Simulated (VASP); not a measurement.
Consider the following.

```
CELL_PARAMETERS angstrom
     -1.89127     1.89127     4.80751
      1.89127    -1.89127     4.80751
      1.89127     1.89127    -4.80751
ATOMIC_POSITIONS crystal
  Ti 0.00000 0.00000 0.00000
  Ti 0.75000 0.25000 0.50000
  O  0.95715 0.45715 0.50000
  O  0.20715 0.20715 0.00000
  O  0.79285 0.79285 0.00000
  O  0.54285 0.04285 0.50000
```

These are PBE GGA, VASP's PBE PAW potentials (set 64) (plane waves; VASP 6.6.1) values and carry that method's errors. Numerical set-up: 400 eV cut-off, 12×12×12 Γ-centred mesh, Gaussian smearing of 0.010 eV, potentials Ti_sv O.

At this cut-off the stress carries a Pulay error, which pulls relaxed volumes low.

Problem. What does the run give for the energy per atom (σ→0), pressure, largest force?

Solution. 
```
Property                        Value
---------------------  --------------
energy per atom (σ→0)  -8983 meV/atom
pressure                   -20.5 kbar
largest force              0.066 eV/Å
```

Only differences to runs with the same potentials and settings are physical.

The structure comes from a computed database's TiO2 entry; how it stands against other phases isn't given here. The cell was not relaxed at this level.
